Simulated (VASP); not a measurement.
Data:

```xyz
2
Lattice="0.0000 2.7428 2.7428 2.7428 0.0000 2.7428 2.7428 2.7428 0.0000" Properties=species:S:1:pos:R:3 pbc="T T T"
Ti     0.0000     0.0000     0.0000
P      1.3714     1.3714     1.3714
```

All values below come from PBEsol GGA, VASP's PBE PAW potentials (set 64) (plane waves; VASP). Run with 400 eV cut-off, 13×13×13 Γ-centred mesh, tetrahedra with Blöchl corrections, potentials Ti_sv P.

Task: Tabulate the total density of states (states/eV per cell) against energy (eV; zero at the valence-band maximum or, without a gap, the Fermi level).

Result: 
```
E (eV) | DOS (states/eV)
    -9.95 | ############# 2.19
    -9.73 | ################# 2.93
    -9.62 | ############### 2.60
    -9.40 |  0.00
    -9.29 |  0.00
    -9.06 |  0.00
    -8.95 |  0.00
    -8.73 |  0.00
    -8.62 |  0.00
    -8.40 |  0.00
    -8.29 |  0.00
    -8.07 |  0.00
    -7.96 |  0.00
    -7.73 |  0.00
    -7.62 |  0.00
    -7.40 |  0.00
    -7.18 |  0.00
    -7.07 |  0.00
    -6.85 |  0.00
    -6.74 |  0.00
    -6.51 |  0.00
    -6.40 |  0.00
    -6.18 |  0.00
    -6.07 |  0.00
    -5.85 |  0.00
    -5.74 |  0.00
    -5.51 |  0.00
    -5.40 |  0.00
    -5.18 |  0.00
    -5.07 |  0.00
    -4.85 |  0.00
    -4.74 |  0.00
    -4.52 |  0.01
    -4.29 | ### 0.50
    -4.18 | ######## 1.30
    -3.96 | ####################### 3.89
    -3.85 | ##################### 3.70
    -3.63 | ######## 1.34
    -3.52 | ### 0.56
    -3.30 | ## 0.31
    -3.19 | ### 0.53
    -2.96 | ########## 1.77
    -2.85 | ########### 1.93
    -2.63 | ########################### 4.63
    -2.52 | ############################ 4.77
    -2.30 | ######################## 4.22
    -2.19 | ####################### 3.93
    -1.97 | ############## 2.35
    -1.74 |  0.00
    -1.63 |  0.00
    -1.41 |  0.00
    -1.30 |  0.00
    -1.08 |  0.00
    -0.97 |  0.00
    -0.75 | # 0.23
    -0.64 | ######## 1.29
    -0.41 | ######## 1.34
    -0.30 | ######## 1.37
    -0.08 | ######### 1.54
     0.03 | ########## 1.79
     0.25 | ############# 2.28
     0.36 | ######### 1.59
     0.58 | ########################## 4.40
     0.70 | ############################## 5.17
     0.92 | ############## 2.43
     1.14 | ######################### 4.26
     1.25 | ############### 2.64
     1.47 | #### 0.69
     1.58 | #### 0.64
     1.80 | ####### 1.24
     1.92 | ######### 1.59
     2.14 | ########### 1.89
     2.25 | ########## 1.72
     2.47 | ######## 1.42
     2.58 | ######## 1.34
     2.80 | ####### 1.15
     2.92 | ###### 1.06
     3.14 | ##### 0.84
     3.25 | #### 0.66
     3.47 | ### 0.50
```
Within 2 eV below the Fermi level the largest weight inside VASP's projection spheres is Ti d, then P p.

The structure was generated: TiP was put into the zinc blende type (F-43m), which need not be its known phase. It was relaxed first, which changed the volume by -30 %. The electron count is odd and the run is not spin-polarised, which forces a metal.
